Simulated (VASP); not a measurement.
Mg2SeS (space group P-4m2): the band gap from VASP (plane waves, PAW) at several levels of theory. Gaps are without spin-orbit coupling. Each level names its cell: its own relaxed one, PBE's, or the starting one. A gap is the smallest over the k-mesh and a band path; hybrids may have named points in place of the path, and GW has the mesh alone.  mBJ is a potential without an energy functional, so only the levels count.

| level | band gap (eV) |
|---|---|
| LDA (own cell) | 2.76 |
| PBEsol (own cell) | 2.71 |
| mBJ (TB09) (PBE cell) | 4.17 |
| HSE06 (PBE cell) | 3.75 |

The cell of the LDA (own cell) run:

Space group P-4m2 (No. 115); a = 4.051 Å, b = 4.051 Å, c = 5.713 Å, α = 90.00°, β = 90.00°, γ = 90.00°

| atom | site | symmetry | x | y | z |
|---|---|---|---|---|---|
| Mg | 2g | 2mm. | 0.0000 | 0.5000 | 0.2629 |
| Se | 1b | -4m2 | 0.5000 | 0.5000 | 0.0000 |
| S | 1d | -4m2 | 0.0000 | 0.0000 | 0.5000 |

Only levels that ran to the end are used. Left out are those held back, those with too coarse a band path, GW runs whose mesh misses a band edge, hybrids' fits of cells that aren't cubic and levels without matching references; a question may draw on a part of the rest.

The structure comes from a computed database's Mg2SeS entry (P-4m2); how it stands against other phases isn't given here.
